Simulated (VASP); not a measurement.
Data:

```xyz
2
Lattice="0.0000 3.3164 3.3164 3.3164 0.0000 3.3164 3.3164 3.3164 0.0000" Properties=species:S:1:pos:R:3 pbc="T T T"
In     0.0000     0.0000     0.0000
Sb     1.6582     1.6582     1.6582
```

All values below come from PBE GGA with spin-orbit coupling, VASP's PBE PAW potentials (set 64) (plane waves; VASP 6.6.1). Numerical set-up: 400 eV cut-off, 9×9×9 Γ-centred mesh, Gaussian smearing of 0.050 eV, potentials In_d Sb.

**Question.** Give the energies of bands 13 to 25 at the high-symmetry points, in eV from the Fermi level.

**Answer.** 
```
band      Γ      X      U      L      W
----  -----  -----  -----  -----  -----
13    -0.81  -5.86  -5.79  -5.54  -5.82
14    -0.81  -5.86  -5.70  -5.54  -5.71
15    -0.70  -2.37  -3.13  -1.36  -2.98
16    -0.70  -2.37  -2.99  -1.36  -2.70
17     0.00  -2.19  -1.97  -0.92  -2.69
18     0.00  -2.19  -1.95  -0.92  -2.63
19     0.00   1.13   1.39   0.19   2.83
20     0.00   1.13   1.43   0.19   3.19
21     2.46   1.23   3.29   3.47   3.72
22     2.46   1.23   3.41   3.47   3.74
23     2.86   7.40   5.74   3.65   3.77
24     2.86   7.40   5.76   3.65   3.96
25     2.86   7.50   5.99   5.89   4.70
```

It has no gap at this level: it comes out as a metal or semimetal.

The compound is InSb in the zinc blende structure. It was relaxed first, which changed the volume by +7 %.
